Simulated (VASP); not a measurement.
## NaMgF3: single point with LDA

Crystal: NaMgF3.

```xyz
5
Lattice="3.9508 0.0000 0.0000 0.0000 3.9508 0.0000 0.0000 0.0000 3.9508" Properties=species:S:1:pos:R:3 pbc="T T T"
Na    0.0000    0.0000    0.0000
Mg    1.9754    1.9754    1.7504
F     1.9754    1.9754    0.0000
F     1.9754    0.0000    1.9754
F     0.0000    1.9754    1.9754
```

The cell comes from a database or a generator and needn't be the stable form of this composition.

The cell isn't the ideal one: all Mg atoms moved +0.225 Å, as atom 2 towards its neighbour atom 3 (F) at 1.975 Å.

```yaml
Program: VASP 6.6.1
Task: single point
Functional: LDA
Potentials_or_basis: VASP PAW LDA potentials, release 64 (Na_pv, Mg, F)
Cutoff: 520 eV
k_mesh: 6 × 6 × 6
Occupations: gaussian, width 0.05 eV
Spin: no spin polarisation
```

```yaml
Pressure: -5.0 GPa
Largest_force: 3.000 eV/Å
Band_gap_on_the_k_mesh: 5.53 eV, indirect (least direct gap 6.02 eV)
```

Forces in eV/Å, atoms in the order of the input:
```
Na   0.000  0.000 -0.220
Mg   0.000  0.000  3.000
F    0.000  0.000 -2.328
F    0.000  0.000 -0.226
F    0.000  0.000 -0.226
```

Stress tensor (GPa, compression positive):
```
-7.70  0.00  0.00
 0.00 -7.70  0.00
 0.00  0.00  0.38
```

Levels at points of the mesh, in eV from the valence-band top:
| k point | band 12 | band 13 | band 14 | band 15 | band 16 | band 17 | band 18 | band 19 |
| --- | --- | --- | --- | --- | --- | --- | --- | --- |
| (0.00, 0.00, 0.00) | -0.67 | -0.53 | -0.49 | -0.49 | 5.53 | 12.61 | 12.97 | 13.05 |
| (0.50, 0.00, 0.00) | -1.05 | -0.93 | -0.68 | -0.58 | 8.49 | 8.87 | 14.17 | 14.29 |
| (0.00, 0.00, 0.50) | -1.24 | -0.88 | -0.52 | -0.52 | 8.41 | 8.93 | 14.12 | 14.31 |
| (0.50, 0.50, 0.00) | -1.14 | -1.03 | -1.03 | -0.01 | 10.05 | 10.63 | 10.63 | 12.58 |
| (0.00, 0.50, 0.50) | -1.23 | -1.20 | -1.03 | -0.11 | 10.00 | 10.62 | 10.74 | 12.43 |
| (0.50, 0.50, 0.50) | -1.13 | -0.10 | -0.10 | 0.00 | 9.81 | 12.28 | 12.28 | 12.38 |

Wall time 46 s on 1 thread of Intel(R) Xeon(R) Platinum 8488C (Sapphire Rapids), with other jobs on the host, peak memory 0.18 GiB.

Caveat: forces of over 1 eV/Å show positions far from the minimum, so gaps and moduli don't describe the material at rest. A k mesh can miss the band edges.
